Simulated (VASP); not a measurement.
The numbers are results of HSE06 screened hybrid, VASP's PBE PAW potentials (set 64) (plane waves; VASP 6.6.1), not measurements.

VASP ran on this input.

### POSCAR
```
InSb
1
    0.0000000000     3.2489554728     3.2489554728
    3.2489554728     0.0000000000     3.2489554728
    3.2489554728     3.2489554728     0.0000000000
In Sb
1 1
Direct
  0.0000000000   1.0000000000   0.0000000000
  0.2500000000   0.2500000000   0.2500000000
```

### KPOINTS
```
kpoints
0
G
  6 6 6
```

INCAR:
```
! general
SYSTEM    =  InSb
PREC      =  Accurate
ENCUT     =  520   ! plane-wave cut-off (eV)
LREAL     =  .False.
LASPH     =  .True.   ! aspherical one-centre terms
ISYM      =  3

! electronic loop
EDIFF     =  1E-6   ! SCF stop (eV)
NELM      =  60   ! most electronic steps
ALGO      =  Normal
LMAXMIX   =  4

! smearing
ISMEAR    =  0
SIGMA     =  0.05   ! width (eV)

! functional
GGA       =  PE   ! PBE
LHFCALC   =  .True.
AEXX      =  0.25
HFSCREEN  =  0.2   ! 1/Angstrom
PRECFOCK  =  Fast

! ions
ISIF      =  2   ! forces and stress, cell fixed

! output
LWAVE     =  .False.
LCHARG    =  .False.
```

POTCAR, in this order: In_d Sb (PBE.64 set). Program: vasp_std. Read from the step before: WAVECAR.

What VASP printed:

File OUTCAR:
```
 ion  position               nearest neighbor table
   1  0.000  0.000  0.000-   2 2.81   2 2.81   2 2.81   2 2.81
   2  0.250  0.250  0.250-   1 2.81   1 2.81   1 2.81   1 2.81
  LATTYP: Found a face centered cubic cell.
 ALAT       =     6.4979109456
 Subroutine PRICEL returns:
 Original cell was already a primitive cell.
 Subroutine GETGRP returns: Found 24 space group operations
The static configuration has the point symmetry T_d .
The dynamic configuration has the point symmetry T_d .
 Subroutine INISYM returns: Found 24 space group operations
 Subroutine IBZKPT returns following result:
 Found     16 irreducible k-points:

 Following reciprocal coordinates:
            Coordinates               Weight
  0.000000  0.000000  0.000000      1.000000
  0.166667  0.000000  0.000000      8.000000
  0.333333  0.000000  0.000000      8.000000
  0.500000  0.000000  0.000000      4.000000
  0.166667  0.166667  0.000000      6.000000
  0.333333  0.166667  0.000000     24.000000
  0.500000  0.166667  0.000000     24.000000
 -0.333333  0.166667  0.000000     24.000000
 -0.166667  0.166667  0.000000     12.000000
  0.333333  0.333333  0.000000      6.000000
  0.500000  0.333333  0.000000     24.000000
 -0.333333  0.333333  0.000000     12.000000
  0.500000  0.500000  0.000000      3.000000
  0.500000  0.333333  0.166667     24.000000
 -0.333333  0.333333  0.166667     24.000000
 -0.333333  0.500000  0.166667     12.000000
 Subroutine IBZKPT_HF returns following result:
   k-points           NKPTS =     16   k-points in BZ     NKDIM =    216   number of bands    NBANDS=     13
   number of dos      NEDOS =    301   number of ions     NIONS =      2
   total plane-waves  NPLWV =  46656
   dimension x,y,z NGX =    36 NGY =   36 NGZ =   36
   dimension x,y,z NGXF=    72 NGYF=   72 NGZF=   72
   ions per type =               1   1
   PREC   = accura    normal or accurate (medium, high low for compatibility)
...
```

**OSZICAR**
```
       N       E                     dE             d eps       ncg     rms          rms(c)
DAV:   1    -0.846487065383E+01   -0.84649E+01   -0.20783E+00   491   0.122E+01    0.182E+01
DAV:   2    -0.848105347711E+01   -0.16183E-01   -0.52721E-02   479   0.192E+00    0.120E+01
DAV:   3    -0.848020964093E+01    0.84384E-03   -0.42057E-03   631   0.791E-01    0.758E+00
DAV:   4    -0.847969850872E+01    0.51113E-03   -0.23827E-04   480   0.203E-01    0.454E+00
DAV:   5    -0.847953471970E+01    0.16379E-03   -0.10532E-04   491   0.106E-01    0.271E+00
DAV:   6    -0.847948825631E+01    0.46463E-04   -0.29086E-05   465   0.581E-02    0.162E+00
DAV:   7    -0.847947659716E+01    0.11659E-04   -0.71729E-06   485   0.312E-02    0.965E-01
DAV:   8    -0.847947437952E+01    0.22176E-05   -0.25115E-06   446   0.170E-02    0.573E-01
DAV:   9    -0.847947540007E+01   -0.10206E-05   -0.82995E-07   303   0.963E-03    0.340E-01
DAV:  10    -0.847947774516E+01   -0.23451E-05   -0.51962E-07   228   0.676E-03    0.201E-01
DAV:  11    -0.847947969944E+01   -0.19543E-05   -0.17912E-07   223   0.416E-03    0.119E-01
DAV:  12    -0.847948091037E+01   -0.12109E-05   -0.11119E-07   208   0.386E-03    0.703E-02
DAV:  13    -0.847948162453E+01   -0.71416E-06   -0.49509E-08   208   0.224E-03
   1 F= -.84794816E+01 E0= -.84794816E+01  d E =-.533393E-11
```

OUTCAR:
```
------------------------ aborting loop because EDIFF is reached ----------------------------------------
  FORCE on cell =-STRESS in cart. coord.  units (eV):
  Direction    XX          YY          ZZ          XY          YZ          ZX
  --------------------------------------------------------------------------------------
  Total        0.2378258      0.2378258      0.2378258      0.0000000      0.0000000     -0.0000000
  in kB        5.5553098      5.5553098      5.5553098      0.0000000      0.0000000     -0.0000000
  external PRESSURE =       5.5553098 kB  Pullay stress =       0.0000000 kB
  volume of cell :       68.59
      direct lattice vectors                 reciprocal lattice vectors
     0.000000000  3.248955473  3.248955473    -0.153895615  0.153895615  0.153895615
     3.248955473  0.000000000  3.248955473     0.153895615 -0.153895615  0.153895615
     3.248955473  3.248955473  0.000000000     0.153895615  0.153895615 -0.153895615
  FREE ENERGIE OF THE ION-ELECTRON SYSTEM (eV)
  ---------------------------------------------------
  free  energy   TOTEN  =        -8.4794816245 eV

  energy  without entropy=       -8.4794816245  energy(sigma->0) =       -8.47948162

  exchange ACFDT corr.  =         0.00000000  see jH, gK, PRB 81, 115126
```
(Selected blocks of OUTCAR.)

File OUTCAR:
```
 val. band max:        4.6111124321   @ k =   0.0000   0.0000   0.0000

 cond. band min:       5.0865070927   @ k =   0.0000   0.0000   0.0000


 Fermi energy:         4.8802695133

 k-point     1 :       0.0000    0.0000    0.0000
  band No.  band energies     occupation
      1     -11.7600      2.00000
      2     -11.7600      2.00000
      3     -11.7600      2.00000
      4     -11.6711      2.00000
      5     -11.6711      2.00000
      6      -7.0722      2.00000
      7       4.6111      2.00000
      8       4.6111      2.00000
      9       4.6111      2.00000
     10       5.0865      0.00000
     11       8.2661      0.00000
     12       8.2661      0.00000
     13       8.2661      0.00000

 k-point     2 :       0.1667    0.0000    0.0000
  band No.  band energies     occupation
      1     -11.7699      2.00000
      2     -11.7546      2.00000
      3     -11.7546      2.00000
      4     -11.6714      2.00000
      5     -11.6714      2.00000
      6      -6.8009      2.00000
      7       2.1193      2.00000
      8       4.2636      2.00000
      9       4.2636      2.00000
     10       6.2158      0.00000
     11       8.7436      0.00000
     12       8.7436      0.00000
     13       9.0364      0.00000

 k-point     3 :       0.3333    0.0000    0.0000
  band No.  band energies     occupation
      1     -11.7895      2.00000
      2     -11.7451      2.00000
      3     -11.7451      2.00000
      4     -11.6708      2.00000
      5     -11.6708      2.00000
      6      -6.0957      2.00000
      7      -0.3109      2.00000
      8       3.7473      2.00000
      9       3.7473      2.00000
     10       5.9368      0.00000
     11       9.1602      0.00000
     12       9.1602      0.00000
     13      11.2592      0.00000

 k-point     4 :       0.5000    0.0000    0.0000
  band No.  band energies     occupation
      1     -11.7992      2.00000
      2     -11.7411      2.00000
      3     -11.7411      2.00000
...
```

Unless said otherwise, spin-orbit coupling is left out, though it shifts the bands of the heavy elements here.

The compound is InSb in the zinc blende structure. This cell is one point of a volume scan, at 0.94 of the reference volume. The cell's shape comes from a PBE relaxation.
